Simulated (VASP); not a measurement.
Given:

```
CELL_PARAMETERS angstrom
      0.00000     2.74390     2.74390
      2.74390     0.00000     2.74390
      2.74390     2.74390     0.00000
ATOMIC_POSITIONS crystal
  Ca 0.00000 0.00000 0.00000
  F  0.25000 0.25000 0.25000
  F  0.75000 0.75000 0.75000
```

Computed with PBE GGA with D4 dispersion, VASP's PBE PAW potentials (set 64) (plane waves; VASP). Run with 520 eV cut-off, Gaussian smearing of 0.050 eV, potentials Ca_sv F.

Give the energies of bands 7 to 15 at the high-symmetry points, in eV from the valence-band maximum.

```
band      Γ      X      U      L      W
----  -----  -----  -----  -----  -----
7     -2.07  -2.66  -2.40  -1.48  -2.22
8     -2.07  -1.63  -1.71  -1.48  -2.10
9     -2.07  -1.63  -1.48  -1.27  -1.03
10    -0.25  -0.36  -0.63  -1.22  -1.03
11    -0.25  -0.36  -0.44  -0.83  -0.28
12    -0.25   0.00  -0.10  -0.83  -0.09
13     7.19   8.07   8.33   9.32   8.39
14     9.11   9.43   9.62   9.32   9.67
15     9.11  10.00   9.74   9.65   9.84
```

The gap is indirect, 7.19 eV, from the valence maximum at X to the conduction minimum at Γ.

Measured: gap 11.80 eV (computed value off by -4.61 eV), as given by E. Cadelano et al., The European Physical Journal B (2011), arXiv:1107.5962.

The compound is CaF2 in the fluorite structure. It was relaxed first.
